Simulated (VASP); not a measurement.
# A point defect in BaAg2As2, part 3 of 3

Aim: the formation energy and local structure of a point defect in BaAg2As2. The start is a cell from a database of measured crystal structures.

VASP 6.6.1, plane waves and PAW; the level of theory is named at each step.

So far. Step 2 (Relaxing the host crystal): The run ended after 10 ionic steps, 0.073 eV below its first step, once forces and stress met EDIFFG = -0.02. Step 3 (The perfect supercell): The host is treated as a metal, as its relaxation found a gap under 0.3 eV or none, and only the neutral defect is run.

## (4) The defect cell

This step: PBE; plane waves and PAW (Ba_sv, Ag, As, C) (VASP 6.6.1).

System of this step: Ba8Ag16As16C. The cell holds 41 atoms: 8 Ba, 16 Ag, 16 As and 1 C. Its edges and angles: a = 13.159 Å, b = 13.159 Å, c = 13.159 Å, α = 139.3°, β = 139.3°, γ = 59.0°. It derives from BaAg2As2. Nearest the centre at fractional (0.021, 0.271, 0.250): C41 at 0.00 Å, Ba1 at 2.34 Å, Ba4 at 2.34 Å, Ag9 at 2.39 Å, As26 at 2.45 Å, As29 at 2.45 Å, As34 at 2.92 Å, As37 at 2.92 Å.

The host is treated as a metal, since its gap is under 0.3 eV or closed. The run keeps 4 symmetry operations, which cuts the number of k-points but bars distortions that break them. The atoms relax at the host's fixed cell.

INCAR

```
SYSTEM = Ba8Ag16As16C
PREC = Normal
ENCUT = 400
EDIFF = 1E-05
NELM = 120
ISMEAR = 1
SIGMA = 0.2
LREAL = Auto
ALGO = Fast
GGA = PE
LORBIT = 11
LWAVE = .FALSE.
LCHARG = .TRUE.
KPAR = 4
IBRION = 2
NSW = 50
ISIF = 2
EDIFFG = -0.03
POTIM = 0.4
MAXMIX = 40
ISYM = 2
```

POSCAR

```
Ba8Ag16As16C
1.0
   -4.5810540746      4.5810540746     11.4539795664
    4.5810540746     -4.5810540746     11.4539795664
    4.5810540746      4.5810540746    -11.4539795664
Ba Ag As C
8 16 16 1
Direct
    0.0000000000      0.0000000000      0.0000000000
    0.0000000000      0.0000000000      0.5000000000
    0.0000000000      0.5000000000      0.0000000000
    0.0000000000      0.5000000000      0.5000000000
    0.5000000000      0.0000000000      0.0000000000
    0.5000000000      0.0000000000      0.5000000000
    0.5000000000      0.5000000000      0.0000000000
    0.5000000000      0.5000000000      0.5000000000
    0.1250000000      0.3750000000      0.2500000000
    0.1250000000      0.3750000000      0.7500000000
    0.1250000000      0.8750000000      0.2500000000
    0.1250000000      0.8750000000      0.7500000000
    0.6250000000      0.3750000000      0.2500000000
    0.6250000000      0.3750000000      0.7500000000
    0.6250000000      0.8750000000      0.2500000000
    0.6250000000      0.8750000000      0.7500000000
    0.3750000000      0.1250000000      0.2500000000
    0.3750000000      0.1250000000      0.7500000000
    0.3750000000      0.6250000000      0.2500000000
    0.3750000000      0.6250000000      0.7500000000
    0.8750000000      0.1250000000      0.2500000000
    0.8750000000      0.1250000000      0.7500000000
    0.8750000000      0.6250000000      0.2500000000
    0.8750000000      0.6250000000      0.7500000000
    0.3082940300      0.3082940300      0.0000000000
    0.3082940300      0.3082940300      0.5000000000
    0.3082940300      0.8082940300      0.0000000000
    0.3082940300      0.8082940300      0.5000000000
    0.8082940300      0.3082940300      0.0000000000
    0.8082940300      0.3082940300      0.5000000000
    0.8082940300      0.8082940300      0.0000000000
    0.8082940300      0.8082940300      0.5000000000
    0.1917059700      0.1917059700      0.0000000000
    0.1917059700      0.1917059700      0.5000000000
    0.1917059700      0.6917059700      0.0000000000
    0.1917059700      0.6917059700      0.5000000000
    0.6917059700      0.1917059700      0.0000000000
    0.6917059700      0.1917059700      0.5000000000
    0.6917059700      0.6917059700      0.0000000000
    0.6917059700      0.6917059700      0.5000000000
    0.0208333300      0.2708333300      0.2500000000
```

KPOINTS

```
Automatic mesh
0
Gamma
4 4 4
0 0 0
```

Potentials, in the order of the species: Ba_sv, Ag, As and C (PBE family, release 64).

Started as:

```
> mpirun -np 4 vasp_std
```

What it wrote:

```text
[banner, memory and clock lines left out]
running    4 mpi-ranks, on    1 nodes
[...]
LDA part: xc-table for (Slater+PW92), standard interpolation
 POSCAR, INCAR and KPOINTS ok, starting setup
[...]
entering main loop
       N       E                     dE             d eps       ncg     rms          rms(c)
DAV:   1     0.194485822732E+04    0.19449E+04   -0.13341E+05  7344   0.123E+03
DAV:   2    -0.871576786315E+01   -0.19536E+04   -0.18780E+04  8296   0.280E+02
DAV:   3    -0.165554955092E+03   -0.15684E+03   -0.15368E+03  8896   0.731E+01
DAV:   4    -0.172085305403E+03   -0.65304E+01   -0.65019E+01  9800   0.131E+01
[...]
RMM:  15    -0.156202351588E+03   -0.25028E-04   -0.45408E-04 11891   0.302E-02    0.162E-02
RMM:  16    -0.156202371834E+03   -0.20247E-04   -0.18231E-04 10166   0.170E-02    0.125E-02
RMM:  17    -0.156202377952E+03   -0.61180E-05   -0.74361E-05  6485   0.995E-03
   1 F= -.15620238E+03 E0= -.15619231E+03  d E =-.156202E+03
[...]
WARNING in EDDRMM: call to ZHEGV failed, returncode =   6  3    135
[... from here on, the cycles between the ionic steps are left out ...]
   2 F= -.15679931E+03 E0= -.15679040E+03  d E =-.596927E+00
   3 F= -.15704136E+03 E0= -.15703325E+03  d E =-.838980E+00
   4 F= -.15714036E+03 E0= -.15713141E+03  d E =-.990005E-01
   5 F= -.15739434E+03 E0= -.15738442E+03  d E =-.352979E+00
[...]
opt :  12.5643  next Energy=  -157.714613 (dE=-0.673E+00)
[...]
N       E                     dE             d eps       ncg     rms          rms(c)
DAV:   1    -0.157084958986E+03    0.30938E+00   -0.34581E+02  7348   0.337E+01    0.530E+00
RMM:   2    -0.157537099114E+03   -0.45214E+00   -0.58891E+00  7348   0.483E+00    0.815E-01
RMM:   3    -0.157616000232E+03   -0.78901E-01   -0.73705E-01  8382   0.164E+00    0.414E-01
RMM:   4    -0.157627110541E+03   -0.11110E-01   -0.12083E-01  9867   0.589E-01    0.350E-01
RMM:   5    -0.157627664319E+03   -0.55378E-03   -0.22474E-02 11468   0.244E-01    0.156E-01
RMM:   6    -0.157627645832E+03    0.18487E-04   -0.47587E-03 12174   0.908E-02    0.575E-02
RMM:   7    -0.157627707792E+03   -0.61960E-04   -0.11432E-03 12399   0.436E-02    0.355E-02
RMM:   8    -0.157627710180E+03   -0.23872E-05   -0.33110E-04 11786   0.237E-02    0.124E-02
WARNING in EDDRMM: call to ZHEGV failed, returncode =   6  3    159
RMM:   9    -0.157627720345E+03   -0.10165E-04   -0.12288E-04  7350   0.127E-02    0.619E-03
WARNING in EDDRMM: call to ZHEGV failed, returncode =   6  3    127
RMM:  10    -0.157298551730E+03    0.32917E+00    0.96766E+00  5934   0.777E-03    0.188E-01
RMM:  11    -0.157298524241E+03    0.27489E-04   -0.21692E-05  5007   0.750E-03    0.128E-01
 hard stop encountered!  aborting job ...
|                                                                             |
|           W    W    AA    RRRRR   N    N  II  N    N   GGGG   !!!           |
|           W    W   A  A   R    R  NN   N  II  NN   N  G    G  !!!           |
|           W    W  A    A  R    R  N N  N  II  N N  N  G       !!!           |
|           W WW W  AAAAAA  RRRRR   N  N N  II  N  N N  G  GGG   !            |
|           WW  WW  A    A  R   R   N   NN  II  N   NN  G    G                |
|           W    W  A    A  R    R  N    N  II  N    N   GGGG   !!!           |
|                                                                             |
|     The electronic self-consistency was not achieved in the given           |
|     number of steps (NELM). The forces and other quantities evaluated       |
|     might not be reliable so examine the results carefully. If you find     |
|     spurious results, we suggest increasing NELM, if you were close to      |
|     convergence or switching to a different ALGO or adjusting the           |
|     density mixing parameters otherwise.                                    |
|                                                                             |

 soft stop encountered!  aborting job ...
```

The job ended after 51 min (4 MPI ranks of Intel Xeon Platinum 8488C (Sapphire Rapids), shared host).

Step by step:

```
step  energy less that of the first step (eV)  largest force (eV/Å)
   1                                   0.0000                2.8837
   2                                  -0.5969                1.2944
   3                                  -0.8390                0.6853
   4                                  -0.9380                0.6514
   5                                  -1.1920                0.6360
```

The atoms that moved most (Å):

```
atom      dx      dy      dz  length
 C41   0.000   0.000   0.258   0.258
 Ba4   0.246   0.000  -0.056   0.253
 Ba1  -0.246   0.000  -0.056   0.253
As26   0.000  -0.180  -0.081   0.197
As29   0.000   0.180  -0.081   0.197
 Ag9   0.000   0.000   0.121   0.121
As35   0.000   0.066  -0.025   0.071
As40   0.000  -0.066  -0.025   0.071
```

The run met its time limit with a largest force of 0.64 eV/Å at its last finished step, so it is continued.

## (5) Going on with the relaxation

The relaxation goes on from where it stopped.

Edit INCAR of step 4 so:

```diff
@@ -18,3 +18,3 @@
 EDIFFG = -0.03
-POTIM = 0.4
+POTIM = 0.25
 MAXMIX = 40
```

POSCAR

```
Ba8Ag16As16C
1.0
   -4.5810540746      4.5810540746     11.4539795664
    4.5810540746     -4.5810540746     11.4539795664
    4.5810540746      4.5810540746    -11.4539795664
Ba Ag As C
8 16 16 1
Direct
    0.9975521602      0.9706693280      0.9731171679
    0.0001323923      0.0003486864      0.4997837059
    0.0000682603      0.5001118529      0.9999564074
    0.9975521602      0.5244349923      0.5268828321
    0.5005649806      0.0003486864      0.0002162941
    0.4993071803      0.9974284176      0.4981212373
    0.4993071803      0.5011859430      0.0018787627
    0.5001554455      0.5001118529      0.5000435926
    0.1302719924      0.3802719924      0.2500000000
    0.1249861953      0.3736549069      0.7488363068
    0.1249861953      0.8761498886      0.2513312884
    0.1261859981      0.8761859981      0.7500000000
    0.6248186001      0.3736549069      0.2486687116
    0.6263723337      0.3763723337      0.7500000000
    0.6246627084      0.8746627084      0.2500000000
    0.6248186001      0.8761498886      0.7511636932
    0.3758573506      0.1251121323      0.2509779537
    0.3751843901      0.1251843901      0.7500000000
    0.3753962214      0.6253962214      0.2500000000
    0.3758573506      0.6248793969      0.7507452182
    0.8753749949      0.1253749949      0.2500000000
    0.8741341786      0.1251121323      0.7492547818
    0.8741341786      0.6248793969      0.2490220463
    0.8723854593      0.6223854593      0.7500000000
    0.3068848739      0.3062297041      0.9993448302
    0.2851363515      0.3047695785      0.4803667730
    0.3156021944      0.8092716036      0.0063305907
    0.3068848739      0.8075400437      0.5006551698
    0.8244028055      0.3047695785      0.0196332270
    0.8082476821      0.3082948707      0.5000471886
    0.8082476821      0.8082004935      0.9999528114
    0.8029410129      0.8092716036      0.4936694093
    0.1925146633      0.1933618653      0.0008472020
    0.1936903449      0.1897028368      0.5039875082
    0.1978022343      0.6905974732      0.0072047611
    0.1925146633      0.6916674613      0.4991527980
    0.6857153286      0.1897028368      0.9960124918
    0.6923370474      0.1923257706      0.4999887232
    0.6923370474      0.6923483241      0.0000112768
    0.6833927122      0.6905974732      0.4927952389
    0.0321153054      0.2821153054      0.2500000000
```

KPOINTS is that of step 4.

Started as:

```
> mpirun -np 4 vasp_std
```

What it wrote:

```text
[... set-up lines as in an earlier step ...]
 entering main loop
       N       E                     dE             d eps       ncg     rms          rms(c)
DAV:   1     0.193877680476E+04    0.19388E+04   -0.13332E+05  7344   0.123E+03
DAV:   2    -0.105037654186E+02   -0.19493E+04   -0.18740E+04  8248   0.280E+02
DAV:   3    -0.164558493525E+03   -0.15405E+03   -0.15107E+03  8704   0.728E+01
DAV:   4    -0.171217290650E+03   -0.66588E+01   -0.66286E+01  9960   0.132E+01
[...]
RMM:  12    -0.157393830962E+03   -0.70878E-03   -0.77975E-03 11979   0.135E-01    0.128E-01
RMM:  13    -0.157394198473E+03   -0.36751E-03   -0.27321E-03 12130   0.788E-02    0.382E-02
RMM:  14    -0.157394287015E+03   -0.88542E-04   -0.95504E-04 12587   0.422E-02    0.182E-02
WARNING in EDDRMM: call to ZHEGV failed, returncode =   8  4    162
RMM:  15    -0.157394320715E+03   -0.33700E-04   -0.31886E-04 11357   0.232E-02    0.888E-03
RMM:  16    -0.157394333405E+03   -0.12690E-04   -0.12125E-04  9489   0.143E-02    0.540E-03
RMM:  17    -0.157394336705E+03   -0.32999E-05   -0.42432E-05  5370   0.815E-03
   1 F= -.15739434E+03 E0= -.15738443E+03  d E =-.157394E+03
[... from here on, the cycles between the ionic steps are left out ...]
   2 F= -.15743607E+03 E0= -.15742615E+03  d E =-.417300E-01
   3 F= -.15755523E+03 E0= -.15754556E+03  d E =-.160892E+00
[...]
WARNING in EDDRMM: call to ZHEGV failed, returncode =   6  3    143
[...]
WARNING in EDDRMM: call to ZHEGV failed, returncode =   6  3    147
WARNING in EDDRMM: call to ZHEGV failed, returncode =   6  3    175
   4 F= -.15774664E+03 E0= -.15773810E+03  d E =-.352301E+00
   5 F= -.15756658E+03 E0= -.15755825E+03  d E =-.172242E+00
[...]
opt :  12.8751  next Energy=  -157.779999 (dE=-0.386E+00)
[...]
N       E                     dE             d eps       ncg     rms          rms(c)
DAV:   1    -0.157522641584E+03    0.43935E-01   -0.20852E+02  7344   0.256E+01    0.233E+00
RMM:   2    -0.157908095152E+03   -0.38545E+00   -0.27959E+00  7344   0.373E+00    0.370E+00
RMM:   3    -0.157797509346E+03    0.11059E+00   -0.54608E-01  7569   0.143E+00    0.187E+00
RMM:   4    -0.157795785877E+03    0.17235E-02   -0.20985E-01  8133   0.722E-01    0.107E+00
RMM:   5    -0.157796907299E+03   -0.11214E-02   -0.25163E-02  9742   0.270E-01    0.916E-01
RMM:   6    -0.157797661918E+03   -0.75462E-03   -0.59858E-03 11974   0.116E-01    0.846E-01
 hard stop encountered!  aborting job ...
 [... a notice as in an earlier step ...]

 soft stop encountered!  aborting job ...
```

It took 51 min on 4 MPI ranks.

The run was stopped at its time limit, so it gives no result of its own.

## (6) Outcome

```json
{
 "result": "none"
}
```

**Reading.** The session ends without its result: «relax the defect» met its time limit.

[Lines on the potential files, build, host, timing and source positions are cut from VASP's logs without a mark.]

[Logs are printed without paths, hosts, clocks, repeated set-up lines and the standing remarks that a program may print on its own settings, such as how far it seeks lower states.]

[Hosts, paths, dates, database ids (printed as entryN), source tags and the programs' standing remarks are cut or masked in the printed files.]

[In band tables of VASP the shares of atoms and orbitals are scaled to a sum of 1 inside the atoms' spheres.]

[Runs that stopped without an error message from VASP are left out.]
